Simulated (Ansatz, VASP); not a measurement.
# Cross-check of Cu (Cu(111), 5 layers) between VASP and Ansatz

Aim: how closely do two programs agree when they are given the same cell, functional and k mesh? Of the first pair: The structure shown is the end of the Ansatz relaxation below.

Method: plane waves, with VASP 6.6.1 beside it; single point at PBE, in Ansatz 0.2.0.

### 1. Starting point

The cell holds 5 atoms: 5 Cu. Its edges and angles: a = 2.553 Å, b = 2.553 Å, c = 24.337 Å, α = 90.0°, β = 90.0°, γ = 60.0°. Vacuum lies along c.

### 2. Ansatz: relaxation, PBE

Ansatz runs on its default PAW (the set named soft_2) files.

This run makes the geometry at which the two programs are then compared.

Contents of input.yaml:

```yaml
crystal:
  lattice:
    - [2.5526554801, 0.0, 0.0]
    - [1.27632774, 2.2106644929, 0.0]
    - [0.0, 0.0, 24.3369378871]
  atoms:
    - { symbol: Cu, position: [0.6666666667, 0.6666666667, 0.3287184295] }
    - { symbol: Cu, position: [0.0, 0.0, 0.4143592147] }
    - { symbol: Cu, position: [0.3333333333, 0.3333333333, 0.5] }
    - { symbol: Cu, position: [0.6666666667, 0.6666666667, 0.5856407853] }
    - { symbol: Cu, position: [0.0, 0.0, 0.6712815705] }
kpoints:
  mp_grid: { grid: [12, 12, 1] }
hamiltonian:
  xc: pbe
scf:
  occupations: { method: fermi_dirac, width: 0.1 }
  convergence: { dr2_threshold: 1.0e-08 }
efield:
  axis: 3
  dipole_correction: true
  ramp_position: 0.97
  ramp_width: 0.04
relax:
  f_tol: 0.01
  constraints: [{ sites: [2] }]
output:
  write_potential: true
  write_density: true
  volumetric_format: npy
```

Command:

```
ansatz run input.yaml --threads 4 --pin off --max-ram 8192MiB --backend cpu --events-out ev --progress --plain --runs-dir out
```

Numbers of over 12 decimals in the logs are rounded to 6 here.

Log:

```text
Engine: ansatz 0.2.0, aarch64-unknown-linux-gnu
Pseudopotentials: kind: paw
Pseudopotential: Cu, paw, valence charge 19, recommended cutoff 420 eV (normal), Cu.paw.azcp
Functional definition: PBE
  parameter kappa = 0.804
  parameter beta = 0.066725
  exchange = pbe_x(kappa = kappa, mu = beta*pi^2/3)
  correlation = pbe_c(beta = beta)
Crystal: 5 atoms, lattice volume = 137.335 Å³
Basis set: ecut = 420 eV, 2739 PW (Γ), exchange–correlation on 36×36×360 points (8 copies of the dense FFT grid, shifted against one another)
Bands: 57, of which v1, the nominal top of the filled ones, is band 48 counted from 1 (47 counted from 0)
Symmetry: 6 space group operations
k-points: 19 of 144 (time reversal used)
Non-local potential: Cu, projectors of the file, l = 0: 3, l = 1: 2, l = 2: 3, l = 3: 1
PAW form: soft (Blöchl's): semilocal exchange-correlation on the pseudo side does not see the compensation charge
PAW one-centre angular grid: Cu, 590 points (default); XC on 64 Gauss nodes
Initial density: superposition of atomic densities (neutral atoms: chi_scale 0, normalization atom), corrected by the library's trained network
Initial wavefunctions: pseudopotential atomic-orbital guess
Functional: x = pbe(κ = 0.804, μ = 0.219515), c = pbe(β = 0.066725)
SCF iter   1: F=—  HF=-33124.941248 eV  |F-HF|=—  |Δ(HF+E_count)|=         —  Δρ=1.86e-3  dr2=1.24e-2  ethr=1.77e-3  p=0.000 e·Å  D=6.46e-4 V/Å  ΔV_dip=-0.02 eV  dr2_dipole=1.27e-4  V_vac-E_F(+/−)=4.75/4.77 eV  ⟨swp⟩=7.9  Hψ=4546  notcnv=0  defer=17
efield: sawtooth ramp at fractional position 0.9700 (set: `efield.ramp_position`, or a place that a band, a saddle search or an elastic batch's reference lends), width 0.0400; the density the first Hamiltonian is built on has a dipole p = 0.000 e·Å; the dipole correction subtracts the counter field D = 6.46e-4 V/Å, which shifts the + side's vacuum level by -0.02 eV against the − side's; the planar-averaged density in the ramp window peaks in size at 8.7e-5 e/Å³
preconditioner: auto → LDOS  [metal: Δε(μ)=0.074 eV  Ē_g=8.489 eV  σ=0.100 eV  W_gap=0.18  n_scr=18 (ndim 8)  ℏωp=23.5 eV  f_vac=0.536  D(μ)=1.96/eV (n_scr^D=12)  β→1.0]
SCF iter   2: F=—  HF=-33124.946958 eV  |F-HF|=—  |Δ(HF+E_count)|=   5.71e-3  Δρ=3.44e-3  dr2=1.29e-2  ethr=1.30e-5  p=0.000 e·Å  D=9.53e-5 V/Å  ΔV_dip=-0.00 eV  dr2_dipole=2.09e-6  V_vac-E_F(+/−)=4.80/4.80 eV  ⟨swp⟩=2.9  Hψ=2417  notcnv=0  defer=32
SCF iter   3: F=—  HF=-33124.946196 eV  |F-HF|=—  |Δ(HF+E_count)|=   7.61e-4  Δρ=2.91e-3  dr2=6.86e-3  ethr=1.30e-5  p=0.000 e·Å  D=7.27e-5 V/Å  ΔV_dip=-0.00 eV  dr2_dipole=1.18e-6  V_vac-E_F(+/−)=4.77/4.77 eV  ⟨swp⟩=2.4  Hψ=1905  notcnv=0  defer=32
SCF iter   4: F=—  HF=-33124.944987 eV  |F-HF|=—  |Δ(HF+E_count)|=   1.21e-3  Δρ=4.85e-4  dr2=3.93e-4  ethr=7.22e-6  p=0.000 e·Å  D=3.23e-5 V/Å  ΔV_dip=-0.00 eV  dr2_dipole=2.75e-7  V_vac-E_F(+/−)=4.78/4.78 eV  ⟨swp⟩=2.0  Hψ=1484  notcnv=0  defer=32
SCF iter   5: F=—  HF=-33124.944907 eV  |F-HF|=—  |Δ(HF+E_count)|=   7.99e-5  Δρ=2.49e-4  dr2=7.14e-5  ethr=4.13e-7  p=0.000 e·Å  D=1.23e-5 V/Å  ΔV_dip=-0.00 eV  dr2_dipole=1.40e-8  V_vac-E_F(+/−)=4.78/4.78 eV  ⟨swp⟩=2.1  Hψ=1571  notcnv=0  defer=32
SCF iter   6: F=—  HF=-33124.944907 eV  |F-HF|=—  |Δ(HF+E_count)|=   1.65e-7  Δρ=8.54e-5  dr2=1.30e-5  ethr=7.51e-8  p=-0.000 e·Å  D=-4.68e-6 V/Å  ΔV_dip=0.00 eV  dr2_dipole=6.22e-10  V_vac-E_F(+/−)=4.79/4.79 eV  ⟨swp⟩=2.1  Hψ=1548  notcnv=0  defer=32
SCF iter   7: F=—  HF=-33124.944882 eV  |F-HF|=—  |Δ(HF+E_count)|=   2.51e-5  Δρ=4.47e-5  dr2=3.64e-6  ethr=1.37e-8  p=-0.000 e·Å  D=-7.45e-6 V/Å  ΔV_dip=0.00 eV  dr2_dipole=1.98e-9  V_vac-E_F(+/−)=4.79/4.79 eV  ⟨swp⟩=2.0  Hψ=1440  notcnv=0  defer=32
SCF iter   8: F=—  HF=-33124.944902 eV  |F-HF|=—  |Δ(HF+E_count)|=   1.99e-5  Δρ=1.39e-5  dr2=2.60e-7  ethr=3.83e-9  p=-0.000 e·Å  D=-1.16e-5 V/Å  ΔV_dip=0.00 eV  dr2_dipole=1.31e-9  V_vac-E_F(+/−)=4.79/4.79 eV  ⟨swp⟩=1.7  Hψ=1185  notcnv=0  defer=32
SCF iter   9: F=—  HF=-33124.944902 eV  |F-HF|=—  |Δ(HF+E_count)|=   3.04e-8  Δρ=3.95e-6  dr2=1.63e-8  ethr=2.74e-10  p=-0.000 e·Å  D=-9.97e-6 V/Å  ΔV_dip=0.00 eV  dr2_dipole=7.03e-10  V_vac-E_F(+/−)=4.79/4.79 eV  ⟨swp⟩=2.0  Hψ=1557  notcnv=0  defer=30
SCF iter  10: F=-33124.944902 eV  HF=-33124.944902 eV  |F-HF|=1.93e-8  |Δ(HF+E_count)|=   1.25e-7  Δρ=2.41e-6  dr2=4.88e-9  ethr=1.05e-11  p=-0.000 e·Å  D=-1.06e-5 V/Å  ΔV_dip=0.00 eV  dr2_dipole=9.26e-12  V_vac-E_F(+/−)=4.79/4.79 eV  ⟨swp⟩=9.6  Hψ=7420  notcnv=0
SCF 1 converged in 10 iterations: F = -33124.944902 eV  dr2 = 4.88e-9
  greatest PAW one-centre occupation: 1.000 electrons in one spin orbital (limit 2), on the Cu atom at site 0 (counted from 0), in its partial waves of l = 0
relax step   1: F+E_penalty+E_count = -33124.94490230 eV  Δ(F+E_penalty+E_count) = +0.000e0 eV  max|allowed force component| = 7.340e-3 eV/Å  Δτ_max = 0.0000 Å  (10 SCF iters, accepted)
NSCF: frozen V_eff on 19 k-points
the band table was solved once a step of the walk had ended and its energy, with any forces and stress, was formed, with the checks that follow a solve (5531 applications of the Hamiltonian). They found nothing against the state; the energy, forces and stress were not computed again (output.eigenvalues in the input reference)
WARN: The output density's exchange-correlation potential varies sharply where the density is thin. Do not read a vacuum level from v_tot or v_xc, or from such a field of the output density. On a cell that repeats whose density bears no net charge and no dipole along the vacuum's axis use v_es (v_loc + v_h of the components); under efield.dipole_correction with no amplitude use v_es + v_field, which holds any externa [...]
SCF converged after 10 iterations
Free energy (F): -33124.944902 eV
Harris-Foulkes:  -33124.944902 eV  (|F-HF|=1.93e-8)
Internal energy: -33124.879519 eV  (E = F + TS)
E sigma→0 (E₀):  -33124.912211 eV
Entropy (-TS):   -0.065383 eV (-13.077 meV/atom)
Fermi energy:    4.509310 eV
Dipole field:    D = -0.000016 V/Å  (p = -0.000012 e·Å, saw-weighted, corrected)
Work function:   Φ+ = 4.7929 eV   Φ− = 4.7926 eV
Levels:          The Fermi level and band energies are counted from a zero that moves with the ramp; work functions are not
--- Per-component energies (eV) ---
  E_band       = -2947.567118
  E_kinetic    = 1498.535684
  E_local      = -216731.244659  (includes V_loc(G=0)·N_el)
  E_nonlocal   = 1952.853375
  E_hartree    = 106586.553209
  E_xc         = -445.661078
  E_vxc        = -574.898921  (∫ρ·V_xc dr)
  E_paw        = -8317.995742  (= ΣΔE_a)
  E_vpaw       = -2265.916383  (= ΣTr[D̂ρ^β])
  E_aug_tail   = 0.001378  (compensation charges beyond the density's cutoff)
  E_efield     = 0.000000  (sawtooth field / dipole correction)
  E_vefield    = 0.000360  (∫n·V_field dr)
  E_ewald      = 82332.078314
  E_smearing   = -0.065383  (= −TS)
  E_closure    = 0.000000  (closes the sum)
  Σ components = -33124.944902   (vs F -33124.944902, Δ=0.00e0)
--- Forces (eV/Å), atoms counted from 1 ---
  atom   1  Cu    -0.00000000    -0.00000000    -0.00733805
  atom   2  Cu    -0.00000000    -0.00000000    -0.00560514
  atom   3  Cu     0.00000000    -0.00000000     0.00000103
  atom   4  Cu    -0.00000000     0.00000000     0.00560537
  atom   5  Cu     0.00000000     0.00000000     0.00733983
  max |Σ_I F_I| component: 3.04e-6 eV/Å
--- Band table (eV; the first three rows and the last of 19) ---
  k-point 0: bands = [... 44 lower, 2.6403, 2.8686, 2.8686, 2.9580, 2.9580, 3.5218, 4.2028, 8.6878, ... 5 higher]
  k-point 1: bands = [... 44 lower, 2.6403, 2.6518, 2.8679, 2.9449, 2.9615, 3.9762, 4.7765, 8.8628, ... 5 higher]
  k-point 2: bands = [... 44 lower, 2.6380, 2.7018, 2.8645, 2.9703, 3.3966, 4.7809, 5.9293, 9.3810, ... 5 higher]
  k-point 18: bands = [... 44 lower, 2.8939, 7.9342, 7.9342, 8.1106, 8.3822, 8.9104, 8.9104, 9.8890, ... 5 higher]
--- Relaxed structure (1 steps of the walk, 1 accepted, 0 SCFs on fresh bases) ---
  F+E_penalty+E_count = -33124.94490230 eV   max|allowed force component| = 7.340e-3 eV/Å
  atoms:
    - { symbol: Cu, position: [0.666667, 0.666667, 0.3287184295] }
    - { symbol: Cu, position: [0.0, 0.0, 0.4143592147] }
    - { symbol: Cu, position: [0.333333, 0.333333, 0.5] }
    - { symbol: Cu, position: [0.666667, 0.666667, 0.5856407853] }
    - { symbol: Cu, position: [0.0, 0.0, 0.6712815705] }
```

### 3. VASP: single point, PBE, relaxed cell, pair 1

The same cell, functional, mesh and smearing now go to VASP, with its own data sets.

Lines of VASP's logs that name or quote its potential files are left out, and so is its time.

Contents of INCAR:

```
SYSTEM = Cu
PREC = Accurate
ENCUT = 520
EDIFF = 1E-06
NELM = 120
ISMEAR = -1
SIGMA = 0.1
LREAL = .FALSE.
ALGO = Normal
GGA = PE
NBANDS = 34
LASPH = .TRUE.
LORBIT = 11
LWAVE = .FALSE.
LCHARG = .FALSE.
ISIF = 2
LDIPOL = .TRUE.
IDIPOL = 3
DIPOL = 0.5 0.5 0.5
LVHAR = .TRUE.
GGA_COMPAT = .FALSE.
NELMDL = -8
KPAR = 2
```

Contents of POSCAR:

```
Cu
1.0
    2.5526554801      0.0000000000      0.0000000000
    1.2763277400      2.2106644929      0.0000000000
    0.0000000000      0.0000000000     24.3369378871
Cu
5
Direct
    0.6666666667      0.6666666666      0.3287184295
    0.0000000001      1.0000000000      0.4143592147
    0.3333333334      0.3333333333      0.5000000000
    0.6666666667      0.6666666666      0.5856407853
    0.0000000001      1.0000000000      0.6712815705
```

Contents of KPOINTS:

```
Automatic mesh
0
Gamma
12 12 1
0 0 0
```

Potentials, in the order of the species: Cu (PBE family, release 64).

Command:

```
mpirun -np 2 vasp_std
```

Log:

```text
[banner, memory and clock lines left out]
running    2 mpi-ranks, on    1 nodes
 distrk:  each k-point on    1 cores,    2 groups
 distr:  one band on    1 cores,    1 groups

 POSCAR found type information on POSCAR Cu
 POSCAR found :  1 types and       5 ions
 LDA part: xc-table for (Slater+PW92), standard interpolation
 POSCAR, INCAR and KPOINTS ok, starting setup
 FFT: planning ... GRIDC
 FFT: planning ... GRID_SOFT
 FFT: planning ... GRID
 WAVECAR not read
 entering main loop
       N       E                     dE             d eps       ncg     rms          rms(c)
DAV:   1     0.467582971867E+03    0.46758E+03   -0.24440E+04  1292   0.216E+03
DAV:   2     0.232951166704E+02   -0.44429E+03   -0.43268E+03  1292   0.409E+02
DAV:   3    -0.202712526352E+02   -0.43566E+02   -0.41468E+02  1352   0.184E+02
DAV:   4    -0.219000829141E+02   -0.16288E+01   -0.16126E+01  1480   0.435E+01
DAV:   5    -0.219370068835E+02   -0.36924E-01   -0.36906E-01  1536   0.556E+00
DAV:   6    -0.219386393356E+02   -0.16325E-02   -0.16324E-02  1632   0.987E-01
DAV:   7    -0.219387227390E+02   -0.83403E-04   -0.83401E-04  1742   0.193E-01
DAV:   8    -0.219387264217E+02   -0.36826E-05   -0.36825E-05  1480   0.342E-02    0.168E+01
DAV:   9    -0.197823864767E+02    0.21563E+01   -0.49496E+01  1462   0.127E+02    0.928E+00
DAV:  10    -0.177711028678E+02    0.20113E+01   -0.10079E+01  1586   0.556E+01    0.105E+00
DAV:  11    -0.177900774695E+02   -0.18975E-01   -0.65392E-01  1774   0.324E+01    0.174E+00
DAV:  12    -0.177506832890E+02    0.39394E-01   -0.19849E-01  1896   0.175E+01    0.982E-01
DAV:  13    -0.177369011742E+02    0.13782E-01   -0.54807E-02  2046   0.681E+00    0.352E-01
DAV:  14    -0.177353738913E+02    0.15273E-02   -0.21746E-02  1628   0.515E+00    0.202E-01
[...]
DAV:  20    -0.177343945898E+02   -0.59995E-04   -0.11794E-05  1502   0.550E-02    0.382E-03
DAV:  21    -0.177344199540E+02   -0.25364E-04   -0.44343E-06  1118   0.426E-02    0.246E-03
DAV:  22    -0.177344343046E+02   -0.14351E-04   -0.29660E-06   942   0.267E-02    0.273E-03
DAV:  23    -0.177344378751E+02   -0.35705E-05   -0.17821E-06   936   0.247E-02    0.883E-04
DAV:  24    -0.177344464736E+02   -0.85985E-05   -0.50910E-07   872   0.166E-02    0.170E-03
DAV:  25    -0.177344520031E+02   -0.55295E-05   -0.46012E-07   888   0.112E-02    0.323E-04
DAV:  26    -0.177344537831E+02   -0.17800E-05   -0.16929E-07   820   0.383E-03    0.562E-04
DAV:  27    -0.177344542643E+02   -0.48117E-06   -0.67572E-08   840   0.493E-03
   1 F= -.17734454E+02 E0= -.17701844E+02  d E =-.652202E-01
```

From OUTCAR (step 3):

```text
ion  position               nearest neighbor table
   1  0.667  0.667  0.329-   2 2.55   2 2.55   2 2.55
   2  0.000  0.000  0.414-   1 2.55   1 2.55   1 2.55   3 2.55   3 2.55   3 2.55
   3  0.333  0.333  0.500-   2 2.55   4 2.55   4 2.55   2 2.55   4 2.55   2 2.55
   4  0.667  0.667  0.586-   5 2.55   5 2.55   5 2.55   3 2.55   3 2.55   3 2.55
   5  0.000  0.000  0.671-   4 2.55   4 2.55   4 2.55

  LATTYP: Found a hexagonal cell.
 ALAT       =     2.5526554801
 C/A-ratio  =     9.5339688716

 Subroutine GETGRP returns: Found 12 space group operations
 (whereof  6 operations were pure point group operations)

The static configuration has the point symmetry C_3v.
 The point group associated with its full space group is D_3d.

 Found     19 irreducible k-points:

   k-points           NKPTS =     19   k-points in BZ     NKDIM =     19   number of bands    NBANDS=     34

   dimension x,y,z NGX =    20 NGY =   20 NGZ =  192
   dimension x,y,z NGXF=    40 NGYF=   40 NGZF=  384

   ENCUT  =  520.0 eV  38.22 Ry    6.18 a.u.   4.75  4.75 45.25*2*pi/ulx,y,z

   NELECT =      55.0000    total number of electrons

 k-points in reciprocal lattice and weights: Automatic mesh
   0.00000000  0.00000000  0.00000000       0.007
   0.08333333  0.00000000  0.00000000       0.042
   0.16666667  0.00000000  0.00000000       0.042
   0.25000000  0.00000000  0.00000000       0.042
   0.33333333  0.00000000  0.00000000       0.042
   0.41666667  0.00000000  0.00000000       0.042
   0.50000000  0.00000000  0.00000000       0.021
   0.16666667  0.08333333  0.00000000       0.042
   0.25000000  0.08333333  0.00000000       0.083
[...]
-0.41666667  0.25000000  0.00000000       0.083
  -0.33333333  0.33333333  0.00000000       0.014

 dipolmoment           0.000000      0.000000      0.000002 electrons x Angstroem

 average (electrostatic) potential at core
       1 -70.4412       2 -70.7008       3 -70.6564       4 -70.7008       5 -70.4412

 E-fermi :   0.5740

 k-point     1 :       0.0000    0.0000    0.0000
  band No.  band energies     occupation
    ...
     27      -1.1039      2.00000
     28      -1.0150      2.00000
     29      -1.0150      2.00000
     30      -0.4034      1.99989
     31       0.2952      1.88402
     32       4.7381      0.00000
     33       5.1434      0.00000
     34       5.6711      0.00000

 k-point     2 :       0.0833    0.0000    0.0000
  band No.  band energies     occupation
    ...
     26      -1.3124      2.00000
     27      -1.1046      2.00000
     28      -1.0168      2.00000
     29      -1.0116      2.00000
     30       0.0406      1.99040
     31       0.8573      0.11111
     32       4.9143      0.00000
     33       5.3542      0.00000
     34       5.8541      0.00000

 k-point     3 :       0.1667    0.0000    0.0000
  band No.  band energies     occupation
    ...
     25      -1.3308      2.00000
     26      -1.2616      2.00000
     27      -1.1079      2.00000
     28      -1.0029      2.00000
     29      -0.5588      1.99998
     30       0.8444      0.12546
     31       2.0037      0.00000
     32       5.4359      0.00000
     33       5.9866      0.00000
     34       6.4207      0.00000

  Total       -0.1530527     -0.1530527      0.2061268      0.0000000      0.0000000      0.0000000
  in kB       -1.7855441     -1.7855441      2.4047179      0.0000000      0.0000000      0.0000000
  external PRESSURE =      -0.3887901 kB  Pullay stress =       0.0000000 kB

  energy-cutoff  :      520.00
  volume of cell :      137.33
      direct lattice vectors                 reciprocal lattice vectors
     2.552655480  0.000000000  0.000000000     0.391748909 -0.226176338  0.000000000
     1.276327740  2.210664493  0.000000000     0.000000000  0.452352676  0.000000000
     0.000000000  0.000000000 24.336937887     0.000000000  0.000000000  0.041089804

 POSITION                                       TOTAL-FORCE (eV/Angst)
 -----------------------------------------------------------------------------------
      2.55266      1.47378      8.00000        -0.000000     -0.000000     -0.025354
      0.00000      0.00000     10.08423         0.000000     -0.000000     -0.004870
      1.27633      0.73689     12.16847        -0.000000      0.000000     -0.000000
      2.55266      1.47378     14.25270        -0.000000     -0.000000      0.004870
      0.00000      0.00000     16.33694         0.000000      0.000000      0.025354
 -----------------------------------------------------------------------------------
    total drift:                               -0.000002     -0.000001      0.000293

  FREE ENERGIE OF THE ION-ELECTRON SYSTEM (eV)
  ---------------------------------------------------
  free  energy   TOTEN  =       -17.7344542643 eV

  energy  without entropy=      -17.6692341017  energy(sigma->0) =      -17.70184418

 vacuum level on the upper side and lower side of the slab         5.343         5.342

 total charge
# of ion       s       p       d       tot
------------------------------------------
    1        0.454   0.295   9.183   9.932
    2        0.444   0.378   9.180  10.002
    3        0.448   0.390   9.169  10.007
    4        0.444   0.378   9.180  10.002
    5        0.454   0.295   9.183   9.932
--------------------------------------------------
tot          2.244   1.736  45.895  49.875

[... 3 further parts left out ...]
```

### 4. Side by side

Known differences besides the potentials themselves: the data sets hold 95 valence electrons in Ansatz (on its default PAW (the set named soft_2) files) and 55 in VASP; the cutoff is 420 eV in Ansatz and 520 eV in VASP. Total energies have different zeros and are not compared.

Both answers:

| quantity | Ansatz | VASP | difference |
| --- | --- | --- | --- |
| work function, lower of the two faces (eV) | 4.79 | 4.77 | +0.02 |
| work function, higher of the two faces (eV) | 4.79 | 4.77 | +0.02 |

At this near-relaxed geometry the largest component of a force difference is 18 meV/Å. With vacuum in the cell, a pressure given here is an average over mostly empty space and none of the material.

### 5. Ansatz: relaxation, PBE

The two programs are compared at the cell with which this relaxation starts, whose forces are those of its first step.

The structure compared here is the start of the Ansatz relaxation; VASP solves that cell, so the two are compared at the walk's first step.

input.yaml, the sections that differ from step 2:

```yaml
crystal:
  lattice:
    - [2.5526554801, 0.0, 0.0]
    - [0.0, 2.5526554801, 0.0]
    - [0.0, 0.0, 23.22]
  atoms:
    - { symbol: Cu, position: [0.0, 0.0, 0.3445305771] }
    - { symbol: Cu, position: [0.5, 0.5, 0.4222652885] }
    - { symbol: Cu, position: [0.0, 0.0, 0.5] }
    - { symbol: Cu, position: [0.5, 0.5, 0.5777347115] }
    - { symbol: Cu, position: [0.0, 0.0, 0.6554694229] }
# kpoints, hamiltonian, scf, efield, relax, output: as in step 2
```

Command:

```
ansatz run input.yaml --threads 4 --pin off --max-ram 8192MiB --backend cpu --events-out ev --progress --plain --runs-dir out
```

Log:

```text
[...]
Crystal: 5 atoms, lattice volume = 151.303 Å³
Basis set: ecut = 420 eV, 2985 PW (Γ), exchange–correlation on 36×36×320 points (8 copies of the dense FFT grid, shifted against one another)
Bands: 57, of which v1, the nominal top of the filled ones, is band 48 counted from 1 (47 counted from 0)
Symmetry: 8 space group operations
k-points: 28 of 144
[...]
--- Relaxed structure (3 steps of the walk, 3 accepted, 0 SCFs on fresh bases) ---
  F+E_penalty+E_count = -33124.68953654 eV   max|allowed force component| = 3.438e-3 eV/Å
  atoms:
    - { symbol: Cu, position: [0, 0.0, 0.344846] }
    - { symbol: Cu, position: [0.5, 0.5, 0.421039] }
    - { symbol: Cu, position: [0.0, 0.0, 0.5] }
    - { symbol: Cu, position: [0.5, 0.5, 0.578961] }
    - { symbol: Cu, position: [0, 0.0, 0.655154] }
[key lines of the parts left out:]
SCF converged after 9 iterations
Free energy (F): -33124.689537 eV
Fermi energy:    3.841451 eV
Dipole field:    D = -0.000014 V/Å  (p = -0.000012 e·Å, saw-weighted, corrected)
Work function:   Φ+ = 4.5057 eV   Φ− = 4.5055 eV
```

(Part 1 of 2 ends here.)

[Lines on the potential files, build, host, timing and source positions are cut from VASP's logs without a mark.]

[Logs are printed without paths, hosts, clocks, repeated set-up lines and the standing remarks that a program may print on its own settings, such as how far it seeks lower states.]

[Hosts, paths, dates, database ids (printed as entryN), source tags and the programs' standing remarks are cut or masked in the printed files.]
